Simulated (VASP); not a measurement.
An input for Ansatz (written as the equivalent of a VASP run, and not itself run):

Ansatz 0.2 input:
```yaml
crystal:
  lattice:
    - [0.0000000, 2.9910560, 2.9910560]
    - [2.9910560, 0.0000000, 2.9910560]
    - [2.9910560, 2.9910560, 0.0000000]
  atoms:
    - { symbol: Hg, position: [0.0000000, 0.0000000, 0.0000000] }
    - { symbol: Se, position: [0.2500000, 0.2500000, 0.2500000] }
kpoints:
  mp_grid: { grid: [8, 8, 8] }
hamiltonian:
  xc: pbe
  pseudopotentials: { kind: paw }
scf:
  occupations: { method: fermi_dirac, width: 0.02 }
  max_iter: 100
output: { forces: true, stress: true, eigenvalues: true }
```

Question: Write the VASP files for the same calculation (PBE).

Answer: One answer among several that fit: 
**POSCAR**
```
HgSe
1
    0.0000000000     2.9910560000     2.9910560000
    2.9910560000     0.0000000000     2.9910560000
    2.9910560000     2.9910560000     0.0000000000
Hg Se
1 1
Direct
  0.0000000000   0.0000000000   0.0000000000
  0.2500000000   0.2500000000   0.2500000000
```

INCAR:
```
ALGO = Normal
EDIFF = 1E-6
ENCUT = 300
GGA = PE
ISIF = 2
ISMEAR = -1
LASPH = .True.
LCHARG = .False.
LMAXMIX = 6
LREAL = .False.
LWAVE = .False.
NELM = 100
PREC = Accurate
SIGMA = 0.02
SYSTEM = HgSe
```

KPOINTS:
```
Automatic mesh
0
Gamma
8 8 8
0 0 0
```

POTCAR, in this order: Hg Se (PBE.64 set). Program: vasp_std.

Limits of the translation: each code has its own PAW files, so the cut-off isn't converted (ENCUT is set for VASP's; basis.ecutwfc is left out, and Ansatz then takes the one that its files recommend); Ansatz stops its SCF on the density residual and VASP on the energy change (EDIFF).

The structure is a typed HgSe crystal (F-43m). The cell was not relaxed at this level.
